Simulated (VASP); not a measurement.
An input for Quantum ESPRESSO's pw.x (written as the equivalent of a VASP run, and not itself run):

```
&CONTROL
  calculation = 'vc-relax'
  pseudo_dir = './pseudo'
  outdir = './out'
  tprnfor = .true.
  tstress = .true.
  nstep = 60
  forc_conv_thr = 0.00039
/
&SYSTEM
  ibrav = 0
  nat = 2
  ntyp = 2
  ecutwfc = 68
  occupations = 'smearing'
  smearing = 'methfessel-paxton'
  degauss = 0.00735
  input_dft = 'pz'
/
&ELECTRONS
  conv_thr = 7.3e-08
  electron_maxstep = 100
/
&IONS
/
&CELL
/
ATOMIC_SPECIES
  Sr 87.620 Sr.upf
  Hg 200.592 Hg.upf
CELL_PARAMETERS angstrom
     3.8559476   -0.0000000    0.0000000
     0.0000000    3.8559476    0.0000000
     0.0000000    0.0000000    3.8559476
ATOMIC_POSITIONS crystal
  Sr   0.5000000  0.5000000  0.5000000
  Hg   0.0000000  0.0000000  0.0000000
K_POINTS automatic
  9 9 9 0 0 0
```

Problem. Translate this input to VASP (INCAR, KPOINTS, POSCAR, choice of POTCAR).

Solution. Several could match; the one computed here: 
### POSCAR
```
SrHg
1
    3.8559476097    -0.0000000000     0.0000000000
    0.0000000000     3.8559476097     0.0000000000
    0.0000000000     0.0000000000     3.8559476097
Sr Hg
1 1
Direct
  0.5000000000   0.5000000000   0.5000000000
  0.0000000000   0.0000000000   0.0000000000
```

**KPOINTS**
```
Regular mesh
0
gamma
  9 9 9
0 0 0
```

INCAR:
```
SYSTEM = SrHg
PREC = Accurate; ENCUT = 400; LREAL = .FALSE.
LASPH = .TRUE.
EDIFF = 1E-6; NELM = 100; ALGO = Normal
LMAXMIX = 6
ISMEAR = 1; SIGMA = 0.1
IBRION = 2; NSW = 60; ISIF = 3
EDIFFG = -0.01
LWAVE = .FALSE.; LCHARG = .FALSE.
```

POTCAR, in this order: Sr_sv Hg (LDA.64 set). Program: vasp_std.

The two are equivalent in intent, not identical: the potentials are each code's own (VASP's PAW set, PseudoDojo norm-conserving files in pw.x), so ENCUT and ecutwfc are chosen apart and not converted; conv_thr bounds pw.x's estimated SCF error, while EDIFF bounds the energy change between steps; forc_conv_thr acts on force components and is met together with etot_conv_thr.

The structure comes from a computed database's SrHg entry (Pm-3m); how it stands against other phases isn't given here. It was relaxed first, which changed the volume by -8 %. The start is the result of an earlier pass.
